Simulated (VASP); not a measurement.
Output of a VASP run:

### OSZICAR
```
...
DAV:   5    -0.191649831119E+02    0.39340E-03   -0.25200E-03 14622   0.219E+00    0.799E-02
DAV:   6    -0.191648940282E+02    0.89084E-04   -0.74288E-04 14638   0.116E+00    0.258E-02
DAV:   7    -0.191648975467E+02   -0.35185E-05   -0.98294E-05 13554   0.185E-01    0.143E-02
DAV:   8    -0.191648960867E+02    0.14600E-05   -0.17972E-05 13246   0.783E-02    0.502E-03
DAV:   9    -0.191648958734E+02    0.21331E-06   -0.47014E-06  7972   0.623E-02
   6 F= -.19164896E+02 E0= -.19164691E+02  d E =-.120908E-02
       N       E                     dE             d eps       ncg     rms          rms(c)
DAV:   1    -0.191670563213E+02   -0.21602E-02   -0.69510E-02 12550   0.299E+00    0.349E-01
DAV:   2    -0.191657153983E+02    0.13409E-02   -0.92670E-03 10302   0.264E+00    0.190E-01
DAV:   3    -0.191652835915E+02    0.43181E-03   -0.34280E-03 10483   0.231E+00    0.134E-01
DAV:   4    -0.191650427705E+02    0.24082E-03   -0.93001E-04 12578   0.145E+00    0.652E-02
DAV:   5    -0.191649906443E+02    0.52126E-04   -0.35148E-04 14529   0.824E-01    0.296E-02
DAV:   6    -0.191649781241E+02    0.12520E-04   -0.10162E-04 14720   0.429E-01    0.955E-03
DAV:   7    -0.191649783177E+02   -0.19364E-06   -0.13737E-05 12973   0.650E-02    0.527E-03
DAV:   8    -0.191649779790E+02    0.33867E-06   -0.17643E-06  4760   0.276E-02
   7 F= -.19164978E+02 E0= -.19164785E+02  d E =-.129118E-02
       N       E                     dE             d eps       ncg     rms          rms(c)
DAV:   1    -0.191651246025E+02   -0.14628E-03   -0.51312E-03 12326   0.800E-01    0.946E-02
DAV:   2    -0.191650254252E+02    0.99177E-04   -0.68025E-04 10335   0.724E-01    0.518E-02
DAV:   3    -0.191649941182E+02    0.31307E-04   -0.25636E-04 10520   0.638E-01    0.369E-02
DAV:   4    -0.191649753480E+02    0.18770E-04   -0.69807E-05 12608   0.401E-01    0.178E-02
DAV:   5    -0.191649712466E+02    0.41014E-05   -0.26169E-05 14410   0.223E-01    0.802E-03
DAV:   6    -0.191649702982E+02    0.94846E-06   -0.65309E-06  8134   0.116E-01
   8 F= -.19164970E+02 E0= -.19164774E+02  d E =-.128350E-02
       N       E                     dE             d eps       ncg     rms          rms(c)
DAV:   1    -0.191653917878E+02   -0.42054E-03   -0.10414E-02 12390   0.999E-01    0.122E-01
DAV:   2    -0.191652211119E+02    0.17068E-03   -0.10030E-03 10416   0.871E-01    0.726E-02
DAV:   3    -0.191651540321E+02    0.67080E-04   -0.45722E-04 11257   0.648E-01    0.507E-02
DAV:   4    -0.191651094371E+02    0.44595E-04   -0.11144E-04 15064   0.252E-01    0.148E-02
DAV:   5    -0.191651064754E+02    0.29616E-05   -0.17417E-05 13506   0.532E-02    0.421E-03
DAV:   6    -0.191651064576E+02    0.17805E-07   -0.98705E-07  4897   0.383E-02
   9 F= -.19165106E+02 E0= -.19164897E+02  d E =-.136159E-03
       N       E                     dE             d eps       ncg     rms          rms(c)
DAV:   1    -0.191672289182E+02   -0.21224E-02   -0.71106E-02 12301   0.261E+00    0.320E-01
DAV:   2    -0.191660583926E+02    0.11705E-02   -0.68061E-03 10399   0.226E+00    0.188E-01
DAV:   3    -0.191656046688E+02    0.45372E-03   -0.30636E-03 11166   0.168E+00    0.132E-01
DAV:   4    -0.191653061248E+02    0.29854E-03   -0.77893E-04 14988   0.685E-01    0.392E-02
DAV:   5    -0.191652850143E+02    0.21111E-04   -0.12508E-04 13878   0.176E-01    0.116E-02
DAV:   6    -0.191652848239E+02    0.19039E-06   -0.90025E-06 11277   0.116E-01
  10 F= -.19165285E+02 E0= -.19165043E+02  d E =-.314526E-03
```

### OUTCAR
```
------------------------ aborting loop because EDIFF is reached ----------------------------------------
  FORCE on cell =-STRESS in cart. coord.  units (eV):
  Direction    XX          YY          ZZ          XY          YZ          ZX
  --------------------------------------------------------------------------------------
  Total       -0.0254138     -0.0254138     -0.0534254      0.0180103      0.0000000     -0.0000000
  in kB       -0.8303783     -0.8303783     -1.7456389      0.5884740      0.0000000     -0.0000000
  external PRESSURE =      -1.1354652 kB  Pullay stress =       0.0000000 kB
  volume of cell :       49.03
      direct lattice vectors                 reciprocal lattice vectors
     0.052750575  3.726352595  3.532016761    -0.136106197  0.136106197  0.141562182
     3.726352595  0.052750575  3.532016761     0.136106197 -0.136106197  0.141562182
     1.889551585  1.889551585  0.000000000     0.264613046  0.264613046 -0.283124364
 POSITION                                       TOTAL-FORCE (eV/Angst)
 -----------------------------------------------------------------------------------
      0.00000      0.00000      0.00000        -0.000000      0.000000      0.000000
      1.86318      0.02638      1.76601        -0.000000     -0.000000     -0.000000
      0.02638      1.86318      1.76601         0.000000      0.000000      0.000000
      3.77910      3.77910      3.53202        -0.000000      0.000000      0.000000
 -----------------------------------------------------------------------------------
    total drift:                               -0.000000     -0.000000      0.000000
  FREE ENERGIE OF THE ION-ELECTRON SYSTEM (eV)
  ---------------------------------------------------
  free  energy   TOTEN  =       -19.1652848239 eV

  energy  without entropy=      -19.1645586957  energy(sigma->0) =      -19.16504278

 reached required accuracy - stopping structural energy minimisation
```
(Selected blocks of OUTCAR.)

### POSCAR
```
Cu3Pd
1
    0.0608204304     3.7000337810     3.5829058269
    3.7000337810     0.0608204304     3.5829058269
    1.8804271057     1.8804271057     0.0000000000
Pd Cu
1 3
Direct
  0.0000000000   0.0000000000   0.0000000000
  1.0000000000   0.5000000000   0.0000000000
  0.5000000000   0.0000000000   0.0000000000
  0.5000000000   0.5000000000   0.0000000000
```

Task: Write an INCAR and KPOINTS that could have produced this output.

Result: Several could match; the one computed here: the input of the run itself, PBEsol GGA, plane waves, VASP's PBE PAW potentials (set 64).

### KPOINTS
```
kpoints
0
Gamma
7 7 13
```

**INCAR**
```
ALGO  =  Normal
EDIFF  =  1E-6
EDIFFG  =  -0.02
ENCUT  =  400
GGA  =  PS
IBRION  =  2
ISIF  =  3
ISMEAR  =  1
LASPH  =  .TRUE.
LCHARG  =  .FALSE.
LMAXMIX  =  4
LREAL  =  .FALSE.
LWAVE  =  .FALSE.
NELM  =  100
NSW  =  60
PREC  =  Accurate
SIGMA  =  0.1
SYSTEM  =  Cu3Pd
```

POTCAR, in this order: Pd Cu (PBE.64 set). Program: vasp_std.

The structure was generated: Cu3Pd was put into an ordered model structure (Cmmm), which need not be its known phase. This run relaxes it. Symmetry was kept, so distortions that lower it aren't found. The start is the result of an earlier pass. The electron count is odd and the run is not spin-polarised, which forces a metal.
